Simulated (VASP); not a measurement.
An input for Ansatz (written as the equivalent of a VASP run, and not itself run):

Ansatz 0.2 input:
```yaml
crystal:
  lattice:
    - [6.3668070, 0.0000000, 0.0000000]
    - [0.0000000, 6.3668070, 0.0000000]
    - [0.0000000, 0.0000000, 6.3668070]
  atoms:
    - { symbol: Cd, position: [0.0000000, 0.0000000, 1.0000000] }
    - { symbol: Cd, position: [0.5000000, 0.5000000, 0.0000000] }
    - { symbol: Cd, position: [0.5000000, 0.0000000, 0.5000000] }
    - { symbol: Te, position: [0.2266456, 0.2733544, 0.2733544] }
    - { symbol: Te, position: [0.7733544, 0.7266456, 0.2733544] }
    - { symbol: Te, position: [0.7733544, 0.2733544, 0.7266456] }
    - { symbol: Te, position: [0.2266456, 0.7266456, 0.7266456] }
    - { symbol: Be, position: [0.0000000, 0.5000000, 0.5000000] }
kpoints:
  mp_grid: { grid: [3, 3, 3] }
hamiltonian:
  xc: pbe
  pseudopotentials: { kind: paw }
scf:
  occupations: { method: gaussian, width: 0.05 }
  max_iter: 100
output: { forces: true, stress: true, eigenvalues: true }
```

**Question.** Translate this input to VASP (INCAR, KPOINTS, POSCAR, choice of POTCAR).

**Answer.** One answer among several that fit: 
### INCAR
```
SYSTEM = BeCd3Te4
PREC = Accurate; ENCUT = 400; LREAL = .FALSE.
LASPH = .TRUE.
EDIFF = 1E-6; NELM = 100; ALGO = Normal
LMAXMIX = 4
ISMEAR = 0; SIGMA = 0.05
GGA = PE
LWAVE = .FALSE.; LCHARG = .TRUE.
```

**POSCAR**
```
BeCd3Te4
6.3668070
  1.0000000073   0.0000000000   0.0000000000
  0.0000000000   1.0000000073   0.0000000000
  0.0000000000   0.0000000000   1.0000000073
Cd Te Be
3 4 1
Cartesian
  0.0000000000   0.0000000000   1.0000000073
  0.5000000036   0.5000000036   0.0000000000
  0.5000000036   0.0000000000   0.5000000036
  0.2266455955   0.2733544081   0.2733544081
  0.7733544117   0.7266455992   0.2733544081
  0.7733544117   0.2733544081   0.7266455992
  0.2266455955   0.7266455992   0.7266455992
  0.0000000000   0.5000000036   0.5000000036
```

**KPOINTS**
```
Regular mesh
0
gamma
3 3 3
```

POTCAR, in this order: Cd Te Be (PBE.64 set). Program: vasp_std.

Limits of the translation: each code has its own PAW files, so the cut-off isn't converted (ENCUT is set for VASP's; basis.ecutwfc is left out, and Ansatz then takes the one that its files recommend); Ansatz stops its SCF on the density residual and VASP on the energy change (EDIFF).

The structure was generated: BeCd3Te4 was put into an ordered model structure (P-43m), which need not be its known phase. It was relaxed first.
